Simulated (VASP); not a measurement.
# YAl3N4 (Cmc2_1) in VASP: further runs

Runs on YAl3N4. Level: PBEsol. Tasks: relaxation of cell and atoms.

Everything below comes from runs of VASP 6.6.1. Logs are shortened: lines on timing, memory, paths and dates and some standing lists are left out, and cuts for length are marked.

## Step 1: The crystal as given

The structure is orthorhombic, space group Cmc2_1 (No. 36). Conventional cell: a = 6.358 Å, b = 11.012 Å, c = 5.087 Å, α = 90.00°, β = 90.00°, γ = 90.00°. Around Y (site symmetry m) lie 4 N at 1.93 Å. Around Al (site symmetry 1) lie 4 N at 1.93 Å. Around Al (site symmetry m) lie 4 N at 1.93 Å. Around N (site symmetry m) lie 2 Y at 1.93 Å and 2 Al at 1.93 Å. N (site symmetry 1) is surrounded by 3 Al at 1.93 Å and 1 Y at 1.93 Å. N (site symmetry m) is surrounded by 4 Al at 1.93 Å.

The cell was built by a generator and needn't be a form met in nature.

## Step 2: Relaxation of cell and atoms, PBEsol

INCAR reads:

```
SYSTEM = YAl3N4
PREC = Accurate ; ENCUT = 600
EDIFF = 1E-6 ; ISMEAR = 0
SIGMA = 0.03 ; LREAL = .FALSE.
LASPH = .TRUE. ; NELM = 80
ALGO = Normal ; ISIF = 3
LWAVE = .FALSE. ; LCHARG = .FALSE.
GGA = PS ; IBRION = 2
NSW = 90 ; EDIFFG = -0.01
LUSENCCL = .FALSE.
```

KPOINTS reads:

```
Automatic mesh
0
G
  6 6 6
  0 0 0
```

POSCAR reads:

```
YAl3N4
1.0
    0.0000000000      0.0000000000     -5.0865574400
    3.1789707500      5.5061388600      0.0000000000
    3.1789707500     -5.5061388600      0.0000000000
Y Al N
2 6 8
Direct
    0.0000000000      0.1666666700      0.3333333300
    0.5000000000      0.3333333300      0.6666666700
    0.0000000000      0.1666666700      0.8333333300
    0.0000000000      0.6666666700      0.3333333300
    0.0000000000      0.6666666700      0.8333333300
    0.5000000000      0.3333333300      0.1666666700
    0.5000000000      0.8333333300      0.6666666700
    0.5000000000      0.8333333300      0.1666666700
    0.6200000000      0.1666666700      0.3333333300
    0.6200000000      0.1666666700      0.8333333300
    0.6200000000      0.6666666700      0.3333333300
    0.6200000000      0.6666666700      0.8333333300
    0.1200000000      0.3333333300      0.6666666700
    0.1200000000      0.3333333300      0.1666666700
    0.1200000000      0.8333333300      0.6666666700
    0.1200000000      0.8333333300      0.1666666700
```

Potentials or basis: VASP PAW PBE potentials, release 64 (Y_sv, Al, N).

On the command line:

```
$ cat potpaw_PBE.64/Y_sv/POTCAR potpaw_PBE.64/Al/POTCAR potpaw_PBE.64/N/POTCAR > POTCAR
$ mpirun -np 1 vasp_std > vasp.out
```

OUTCAR:

```text
SYSTEM = YAl3N4
   PREC = Accurate
   ENCUT = 600
   EDIFF = 1E-6
   ISMEAR = 0
   LREAL = .FALSE.
   LASPH = .TRUE.
   NELM = 80
   ISIF = 3
   GGA = PS
   IBRION = 2
   NSW = 90
   EDIFFG = -0.01

 ion  position               nearest neighbor table
   1  0.000  0.167  0.333-   9 1.93  14 1.93  13 1.93  16 1.93   6 3.14   6 3.14   8 3.14   2 3.14
                             2 3.14   8 3.14   5 3.18   5 3.18   4 3.18   3 3.18   3 3.18   4 3.18
   2  0.500  0.333  0.667-  13 1.93  10 1.93  12 1.93   9 1.93   3 3.14   3 3.14   5 3.14   1 3.14
                             1 3.14   5 3.14   8 3.18   8 3.18   7 3.18   6 3.18   6 3.18   7 3.18
   3  0.000  0.167  0.833-  10 1.93  13 1.93  14 1.93  15 1.93   2 3.14   2 3.14   7 3.14   6 3.14
                             6 3.14   7 3.14   4 3.18   4 3.18   1 3.18   5 3.18   1 3.18   5 3.18
   4  0.000  0.667  0.333-  11 1.93  16 1.93  15 1.93  14 1.93   8 3.14   8 3.14   6 3.14   6 3.14
                             7 3.14   7 3.14   3 3.18   3 3.18   5 3.18   1 3.18   5 3.18   1 3.18
   5  0.000  0.667  0.833-  12 1.93  15 1.93  13 1.93  16 1.93   7 3.14   7 3.14   8 3.14   2 3.14
                             2 3.14   8 3.14   1 3.18   1 3.18   3 3.18   4 3.18   4 3.18   3 3.18
   6  0.500  0.333  0.167-  14 1.93   9 1.93  11 1.93  10 1.93   1 3.14   1 3.14   4 3.14   3 3.14
                             3 3.14   4 3.14   7 3.18   7 3.18   2 3.18   8 3.18   2 3.18   8 3.18
   7  0.500  0.833  0.667-  15 1.93  12 1.93  10 1.93  11 1.93   5 3.14   5 3.14   3 3.14   3 3.14
                             4 3.14   4 3.14   6 3.18   6 3.18   2 3.18   8 3.18   8 3.18   2 3.18
   8  0.500  0.833  0.167-  16 1.93  11 1.93  12 1.93   9 1.93   4 3.14   4 3.14   5 3.14   1 3.14
                             1 3.14   5 3.14   2 3.18   2 3.18   6 3.18   7 3.18   7 3.18   6 3.18
   9  0.620  0.167  0.333-   1 1.93   6 1.93   2 1.93   8 1.93
  10  0.620  0.167  0.833-   3 1.93   2 1.93   6 1.93   7 1.93
  11  0.620  0.667  0.333-   4 1.93   8 1.93   7 1.93   6 1.93
  12  0.620  0.667  0.833-   5 1.93   7 1.93   2 1.93   8 1.93
  13  0.120  0.333  0.667-   2 1.93   3 1.93   1 1.93   5 1.93
  14  0.120  0.333  0.167-   6 1.93   1 1.93   4 1.93   3 1.93
  15  0.120  0.833  0.667-   7 1.93   5 1.93   3 1.93   4 1.93
  16  0.120  0.833  0.167-   8 1.93   4 1.93   5 1.93   1 1.93

  LATTYP: Found a hexagonal cell.
 ALAT       =     6.3579415045
 C/A-ratio  =     0.8000321230

  Lattice vectors:

 A1 = (   3.1789707500,   5.5061388600,   0.0000000000)
 A2 = (   3.1789707500,  -5.5061388600,   0.0000000000)
 A3 = (   0.0000000000,   0.0000000000,  -5.0865574400)

Analysis of symmetry for initial positions (statically):
=====================================================================
 Subroutine PRICEL returns:
 Original cell was already a primitive cell.

 Routine SETGRP: Setting up the symmetry group for a
 hexagonal supercell.

 Subroutine GETGRP returns: Found  4 space group operations
 (whereof  2 operations were pure point group operations)
 out of a pool of 24 trial point group operations.

The static configuration has the point symmetry C_1h.
 The point group associated with its full space group is C_2v.

Analysis of symmetry for dynamics (positions and initial velocities):
=====================================================================
 Subroutine PRICEL returns:
 Original cell was already a primitive cell.

 Routine SETGRP: Setting up the symmetry group for a
 hexagonal supercell.

 Subroutine GETGRP returns: Found  4 space group operations
 (whereof  2 operations were pure point group operations)
 out of a pool of 24 trial point group operations.

The dynamic configuration has the point symmetry C_1h.
 The point group associated with its full space group is C_2v.

 Subroutine INISYM returns: Found  4 space group operations
 (whereof  2 operations are pure point group operations),
 and found     1 'primitive' translations

----------------------------------------------------------------------------------------

                                     Primitive cell

  volume of cell :     178.0687

  direct lattice vectors                    reciprocal lattice vectors
     0.000000000  0.000000000 -5.086557440     0.000000000  0.000000000 -0.196596620
     3.178970750  5.506138860  0.000000000     0.157283611  0.090807735  0.000000000
     3.178970750 -5.506138860  0.000000000     0.157283611 -0.090807735  0.000000000

  length of vectors
     5.086557440  6.357941505  6.357941505     0.196596620  0.181615471  0.181615471

  position of ions in fractional coordinates (direct lattice)
     0.000000000  0.166666670  0.333333330
     0.500000000  0.333333330  0.666666670
     0.000000000  0.166666670  0.833333330
     0.000000000  0.666666670  0.333333330
     0.000000000  0.666666670  0.833333330
     0.500000000  0.333333330  0.166666670
[... 8 lines left out ...]
     0.120000000  0.833333330  0.666666670
     0.120000000  0.833333330  0.166666670

  ion indices of the primitive-cell ions
   primitive index   ion index
                 1           1
                 2           2
                 3           3
                 4           4
                 5           5
                 6           6
[... 8 lines left out ...]
                15          15
                16          16

----------------------------------------------------------------------------------------

 KPOINTS: Automatic mesh

Automatic generation of k-mesh.
 Grid dimensions read from file:
 generate k-points for:    6    6    6

 Generating k-lattice:

  Cartesian coordinates                     Fractional coordinates (reciprocal lattice)
     0.000000000  0.000000000 -0.032766103     0.166666667  0.000000000  0.000000000
     0.026213935  0.015134623  0.000000000     0.000000000  0.166666667  0.000000000
     0.026213935 -0.015134623  0.000000000     0.000000000  0.000000000  0.166666667

  Length of vectors
     0.032766103  0.030269245  0.030269245

  Shift w.r.t. Gamma in fractional coordinates (k-lattice)
     0.000000000  0.000000000  0.000000000

 Subroutine IBZKPT returns following result:
 ===========================================

 Found     52 irreducible k-points:

 Following reciprocal coordinates:
            Coordinates               Weight
  0.000000  0.000000  0.000000      1.000000
  0.166667  0.000000  0.000000      2.000000
  0.333333  0.000000  0.000000      2.000000
  0.500000  0.000000  0.000000      1.000000
  0.000000  0.166667  0.000000      4.000000
  0.000000  0.000000  0.166667      2.000000
[... 16 lines left out ...]
  0.166667  0.500000  0.000000      4.000000
  0.166667  0.000000  0.500000      2.000000
 [... further k-points ...]
   k-points           NKPTS =     52   k-points in BZ     NKDIM =     52   number of bands    NBANDS=     49
   number of dos      NEDOS =    301   number of ions     NIONS =     16
   total plane-waves  NPLWV = 122472
   dimension x,y,z NGX =    42 NGY =   54 NGZ =   54
   dimension x,y,z NGXF=    84 NGYF=  108 NGZF=  108
   ions per type =               2   6   8
   NGX,Y,Z   is equivalent  to a cutoff of  13.73, 14.12, 14.12 a.u.
   NGXF,Y,Z  is equivalent  to a cutoff of  27.45, 28.24, 28.24 a.u.
 SYSTEM =  YAl3N4
   PREC   = accura    normal or accurate (medium, high low for compatibility)
   ISTART =      0    job   : 0-new  1-cont  2-samecut
   ICHARG =      2    charge: 1-file 2-atom 10-const
   ISPIN  =      1    spin polarized calculation?
   LNONCOLLINEAR =      F non collinear calculations
   LSORBIT =      F    spin-orbit coupling
   LASPH  =      T    aspherical Exc in radial PAW
   ENCUT  =  600.0 eV  44.10 Ry    6.64 a.u.  10.16 12.70 12.70*2*pi/ulx,y,z
   NELM   =     80;   NELMIN=  2; NELMDL= -5     # of ELM steps
   EDIFF  = 0.1E-05   stopping-criterion for ELM
   LREAL  =      F    real-space projection
   EDIFFG = -.1E-01   stopping-criterion for IOM
   NSW    =     90    number of steps for IOM
   IBRION =      2    ionic relax: 0-MD 1-quasi-New 2-CG
   NFREE  =      1    steps in history (QN), initial steepest desc. (CG)
   ISIF   =      3    stress and relaxation
   ISYM   =      2    0-nonsym 1-usesym 2-fastsym
   POTIM  = 0.5000    time-step for ionic-motion
   TEBEG  =    0.0;   TEEND  =   0.0 temperature during run
   PSTRESS=    0.0 pullay stress
   NELECT =      80.0000    total number of electrons
   NUPDOWN=      -1.0000    fix difference up-down
   EMIN   =  10.00;   EMAX   =-10.00  energy-range for DOS
   EFERMI =   0.00;   METHOD = LEGACY
   ISMEAR =     0;   SIGMA  =   0.03  broadening in eV -4-tet -1-fermi 0-gaus
   EFERMI_NEDOS =   21; number of points for ismear=-14 and -15
   IALGO  =     38    algorithm
   IMIX   =      4    mixing-type and parameters
     AMIX     =   0.40;   BMIX     =  1.00
     AMIX_MAG =   1.60;   BMIX_MAG =  1.00
  volume/ion in A,a.u.               =      11.13        75.10
  Fermi-wavevector in a.u.,A,eV,Ry     =   1.253840  2.369415 21.389935  1.572116
  Thomas-Fermi vector in A             =   2.387674
   LORBIT       =      0    0 simple, 1 ext, 2 COOP (PROOUT), +10 PAW based schemes
   GGA     = PS    functional components
   LHFCALC =     F    Hartree Fock is set to
   AEXX    =    0.0000 exact exchange contribution
   IVDW    =     0    specifies the selected vdW correction
   LEPSILON=     F    determine dielectric tensor
   LRPA    =     F    only Hartree local field effects (RPA)
 conjugate gradient relaxation of ions
 non-spin polarized calculation
 Gauss-broadening in eV      SIGMA  =   0.03
  energy-cutoff  :      600.00
  volume of cell :      178.07
 maximum number of plane-waves:      5962
 NGX is ok and might be reduce to    42
   NGX = 21   NGY = 25   NGZ = 25

--------------------------------------- Ionic step        1  -------------------------------------------

 number of electron      79.9999994 magnetization

 Free energy of the ion-electron system (eV)
  ---------------------------------------------------
  ext. energy  EPLUGINS =         0.00000000
  ---------------------------------------------------
  free energy    TOTEN  =      -123.04893048 eV

  energy without entropy =     -123.04893048  energy(sigma->0) =     -123.04893048

------------------------ aborting loop because EDIFF is reached ----------------------------------------

  FORCE on cell =-STRESS in cart. coord.  units (eV):
  Direction    XX          YY          ZZ          XY          YZ          ZX
  --------------------------------------------------------------------------------------
  -------------------------------------------------------------------------------------
  Total       30.4205183     29.9518137     27.7631325     -0.4059101      0.0000000      0.0000000
  in kB      273.7092984    269.4921184    249.7994094     -3.6521855      0.0000000      0.0000000
  external PRESSURE =     264.3336087 kB  Pullay stress =       0.0000000 kB
[... 131 lines left out ...]
  FREE ENERGIE OF THE ION-ELECTRON SYSTEM (eV)
  ---------------------------------------------------
  free  energy   TOTEN  =      -128.4236803525 eV

  energy  without entropy=     -128.4236803525  energy(sigma->0) =     -128.42368035

[... ionic steps 4 to 23 ...]

--------------------------------------- Ionic step       24  -------------------------------------------

 number of electron      80.0000005 magnetization

------------------------ aborting loop because EDIFF is reached ----------------------------------------
[... 95 lines left out ...]
--------------------------------------- Ionic step       26  -------------------------------------------

 number of electron      80.0000005 magnetization

 Free energy of the ion-electron system (eV)
  ---------------------------------------------------
  ext. energy  EPLUGINS =         0.00000000
  ---------------------------------------------------
  free energy    TOTEN  =      -129.30291455 eV

  energy without entropy =     -129.30291455  energy(sigma->0) =     -129.30291455

 E-fermi :   5.2864     XC(G=0): -10.9565

 val. band max:        5.0708931696   @ k =   0.1667   0.0000   0.5000
 cond. band min:       7.7836993672   @ k =   0.0000   0.0000   0.0000
 fundamental gap:      2.7128061976
 Fermi energy:         5.2863635105

 k-point     1 :       0.0000    0.0000    0.0000
  band No.  band energies     occupation
      1     -34.7625      2.00000
      2     -34.7121      2.00000
      3     -15.3204      2.00000
      4     -15.2176      2.00000
      5     -15.2081      2.00000
      6     -15.1774      2.00000
[... 1237 lines left out ...]
     48      10.8154      0.00000
     49      11.0333      0.00000

 [... further k-points ...]

------------------------ aborting loop because EDIFF is reached ----------------------------------------

  FORCE on cell =-STRESS in cart. coord.  units (eV):
  Direction    XX          YY          ZZ          XY          YZ          ZX
  --------------------------------------------------------------------------------------
  -------------------------------------------------------------------------------------
  Total        0.0546060      0.0533450      0.0188771     -0.0010920      0.0000000      0.0000000
  in kB        0.4569344      0.4463827      0.1579609     -0.0091380      0.0000000      0.0000000
  external PRESSURE =       0.3537593 kB  Pullay stress =       0.0000000 kB
[... 31 lines left out ...]
  FREE ENERGIE OF THE ION-ELECTRON SYSTEM (eV)
  ---------------------------------------------------
  free  energy   TOTEN  =      -129.3029145526 eV

  energy  without entropy=     -129.3029145526  energy(sigma->0) =     -129.30291455

 reached required accuracy - stopping structural energy minimisation
```

Wall time 2.4 h (1 × NVIDIA H100 80GB with 1 thread of AMD EPYC 7R13 (Zen 3), shared host); peak memory 1.7 GiB.

What came out:

```yaml
Free_energy: -129.3029 eV
Relaxed_volume: 11.97 Å³/atom
Relaxed_cell: a = 5.115 Å, b = 6.694 Å, c = 6.517 Å, α = 120.90°, β = 90.00°, γ = 90.00°
Space_group_after_relaxing_to_0.05_Å: Cmc2_1 (No. 36)
Energy_gained_by_relaxing: 390.9 meV/atom
Ionic_steps: 26
Pressure_after_relaxing: 0.0 GPa
Largest_force_after_relaxing: 0.004 eV/Å
Band_gap_on_the_k_mesh: 2.71 eV, indirect (least direct gap 2.90 eV)
```

Forces on the atoms (eV/Å):
```
Y    0.001  0.000  0.000
Y   -0.001  0.000  0.000
Al   0.001  0.002  0.001
Al   0.000  0.000  0.004
Al  -0.002 -0.002  0.001
Al  -0.001 -0.002  0.001
Al   0.000  0.000  0.004
Al   0.002  0.002  0.001
N   -0.001  0.001  0.000
N    0.001 -0.001 -0.001
N    0.002 -0.001 -0.004
N    0.001  0.000 -0.001
N    0.001 -0.001  0.000
N   -0.001  0.001 -0.001
N   -0.002  0.001 -0.004
N   -0.001  0.000 -0.001
```

Step by step:
| step | energy change (eV) | largest force (eV/Å) | pressure (GPa) | volume (Å³) |
| --- | --- | --- | --- | --- |
| 1 | 0.0000 | 8.1382 | 26.43 | 178.07 |
| 2 | -1.9849 | 2.7095 | -21.09 | 229.70 |
| 3 | -5.3747 | 1.3441 | -7.00 | 203.14 |
| 4 | -5.3865 | 1.3944 | -6.10 | 202.07 |
| 5 | -5.3873 | 1.4619 | -5.68 | 201.57 |
| 6 | -5.9517 | 0.9729 | 1.06 | 192.34 |
| 7 | -5.9595 | 0.9840 | 2.10 | 191.14 |
| 8 | -6.0961 | 0.5747 | 0.01 | 192.79 |
| 9 | -6.1102 | 0.4971 | -0.86 | 193.54 |
| 10 | -6.1881 | 0.3022 | -0.41 | 192.63 |
| 11 | -6.1985 | 0.2690 | -0.14 | 192.16 |
| 12 | -6.2238 | 0.1643 | 0.33 | 191.48 |
| 13 | -6.2243 | 0.1489 | 0.41 | 191.38 |
| 14 | -6.2381 | 0.1130 | -0.29 | 191.98 |
| 15 | -6.2384 | 0.1288 | -0.41 | 192.08 |
| 16 | -6.2478 | 0.1197 | 0.13 | 191.44 |
| 17 | -6.2486 | 0.1388 | 0.35 | 191.18 |
| 18 | -6.2522 | 0.0650 | -0.20 | 191.67 |
| 19 | -6.2525 | 0.0514 | -0.09 | 191.59 |
| 20 | -6.2535 | 0.0331 | 0.04 | 191.44 |
| 21 | -6.2535 | 0.0333 | 0.04 | 191.44 |
| 22 | -6.2538 | 0.0266 | 0.03 | 191.48 |
| 23 | -6.2538 | 0.0260 | 0.03 | 191.47 |
| 24 | -6.2539 | 0.0110 | -0.06 | 191.56 |
| 25 | -6.2539 | 0.0109 | -0.05 | 191.56 |
| 26 | -6.2540 | 0.0042 | 0.04 | 191.47 |

Final structure:
```cif
data_structure
_symmetry_space_group_name_H-M 'P 1'
_symmetry_Int_Tables_number 1
_cell_length_a 5.1152
_cell_length_b 6.6937
_cell_length_c 6.5171
_cell_angle_alpha 120.901
_cell_angle_beta 90.000
_cell_angle_gamma 90.000
_cell_volume 191.47
loop_
_atom_site_label
_atom_site_type_symbol
_atom_site_fract_x
_atom_site_fract_y
_atom_site_fract_z
_atom_site_occupancy
Y1 Y 0.00389 0.14857 0.29713 1
Y2 Y 0.50389 0.35143 0.70287 1
Al1 Al 0.00089 0.16203 0.82959 1
Al2 Al 0.01306 0.66198 0.32396 1
Al3 Al 0.00089 0.66756 0.82959 1
Al4 Al 0.50089 0.33797 0.17041 1
Al5 Al 0.51306 0.83802 0.67604 1
Al6 Al 0.50089 0.83244 0.17041 1
N1 N 0.55195 0.15897 0.31795 1
N2 N 0.63902 0.14625 0.85863 1
N3 N 0.63128 0.66795 0.33591 1
N4 N 0.63902 0.71237 0.85863 1
N5 N 0.05195 0.34103 0.68205 1
N6 N 0.13902 0.35375 0.14137 1
N7 N 0.13128 0.83204 0.66409 1
N8 N 0.13902 0.78763 0.14137 1
```

Levels at points of the mesh, in eV from the valence-band top:
```
           k point  band 36  band 37  band 38  band 39  band 40  band 41  band 42  band 43  band 44  band 45
(0.00, 0.00, 0.00)    -0.66    -0.57    -0.56    -0.32    -0.19     2.71     3.62     3.87     4.16     4.38
(0.50, 0.00, 0.00)    -1.28    -0.72    -0.72    -0.35    -0.35     3.87     3.87     4.23     4.23     4.66
(0.00, 0.50, 0.00)    -0.78    -0.52    -0.48    -0.17    -0.11     3.85     3.88     4.41     4.53     5.07
(0.00, 0.00, 0.50)    -0.84    -0.36    -0.33    -0.32    -0.02     3.41     3.92     3.96     4.89     5.21
(0.50, 0.50, 0.00)    -1.01    -0.44    -0.44    -0.23    -0.23     4.41     4.41     4.59     4.59     5.32
(0.50, 0.00, 0.50)    -1.33    -0.47    -0.47    -0.10    -0.10     4.20     4.20     4.79     4.79     5.07
```

Caveat: the PAW data sets were made with another functional, which shifts forces and pressure a little.

(Part 1 of 2 ends here.)
